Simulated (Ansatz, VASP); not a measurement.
## Two plane-wave programs on FeBiOs3

Contents of INCAR:

```
SYSTEM = FeBiOs3
  PREC = Accurate
  ENCUT = 520
  EDIFF = 1E-6
  ISMEAR = -1
  SIGMA = 0.0618
  LREAL = .FALSE.
  LASPH = .TRUE.
  NELM = 100
  ALGO = Normal
  ISIF = 2
  LWAVE = .FALSE.
  LCHARG = .TRUE.
  GGA = PE
  LELF = .TRUE.
  LVHAR = .TRUE.
  NBANDS = 58
```

Contents of KPOINTS:

```
Automatic mesh
0
G
  4 4 4
  0 0 0
```

Contents of POSCAR:

```
FeBiOs3
1.0
    3.0760880000      5.3279360000      0.0000000000
   -3.0760880000      5.3279360000      0.0000000000
    0.0000000000     -3.5519580000      5.0893740000
Bi Fe Os
2 2 6
Direct
    0.0000000000      0.0000000000      0.0000000000
    0.5000000000      0.5000000000      0.5000000000
    0.2212000000      0.2212000000      0.6636000000
    0.7212000000      0.7212000000      0.1636000000
    0.3973000000      0.5233000000      0.8629000000
    0.9423000000      0.3973000000      0.8629000000
    0.5233000000      0.9423000000      0.8629000000
    0.4423000000      0.0233000000      0.3629000000
    0.0233000000      0.8973000000      0.3629000000
    0.8973000000      0.4423000000      0.3629000000
```

Input for Ansatz:

```yaml
crystal:
  lattice:
    - [3.076088, 5.327936, 0.0]
    - [-3.076088, 5.327936, 0.0]
    - [0.0, -3.551958, 5.089374]
  atoms:
    - { symbol: Bi, position: [0.0, 0.0, 0.0] }
    - { symbol: Bi, position: [0.5, 0.5, 0.5] }
    - { symbol: Fe, position: [0.2212, 0.2212, 0.6636] }
    - { symbol: Fe, position: [0.7212, 0.7212, 0.1636] }
    - { symbol: Os, position: [0.3973, 0.5233, 0.8629] }
    - { symbol: Os, position: [0.9423, 0.3973, 0.8629] }
    - { symbol: Os, position: [0.5233, 0.9423, 0.8629] }
    - { symbol: Os, position: [0.4423, 0.0233, 0.3629] }
    - { symbol: Os, position: [0.0233, 0.8973, 0.3629] }
    - { symbol: Os, position: [0.8973, 0.4423, 0.3629] }
  symmetry: { tolerance: 0.0003 }
kpoints:
  mp_grid: { grid: [4, 4, 4], shift: [0, 0, 0] }
magnetization:
  spin_polarized: false
scf:
  occupations: { method: fermi_dirac, width: 0.0618 }
hamiltonian:
  pseudopotentials: { kind: paw }
  xc: pbe
basis:
  ecutwfc: 420
output:
  forces: true
  stress: true
  eigenvalues: true
```

The cell was built by a generator and needn't be a form met in nature.

Alike in both runs: task single point; functional PBE; k mesh 4 × 4 × 4; occupations fermi-dirac, width 0.0618 eV; no spin polarisation.

```csv
,VASP,Ansatz
version,VASP 6.6.1,Ansatz 0.2.0
potentials or method,"VASP PAW PBE potentials, release 64 (Bi_d, Fe, Os)",PAW plane waves
plane-wave cutoff (eV),520,420
valence electrons in the cell,94,158
```

|  | VASP | Ansatz | Ansatz less VASP |
| --- | --- | --- | --- |
| gap on the k mesh at the Fermi level (eV) | none | none | - |
| rms of the force components (eV/Å) | 1.708 | 1.708 | +0.0006 |

Atom by atom the forces differ by 0.111 eV/Å (rms over components). A gap of «none» marks a metal or a gap that the smearing closes. With one functional, cell and mesh, what is left measures potentials, basis and numerics. The two sets of potentials don't hold the same shells in valence. Ansatz warned: «structure_snapped_to_symmetry».

Caveats: spin-orbit coupling is left out, which moves the levels of the heavy elements; forces of over 1 eV/Å show positions far from the minimum, so gaps and moduli don't describe the material at rest. Spin polarisation is off, so any magnetic state and its effect on volume and gap are missing.
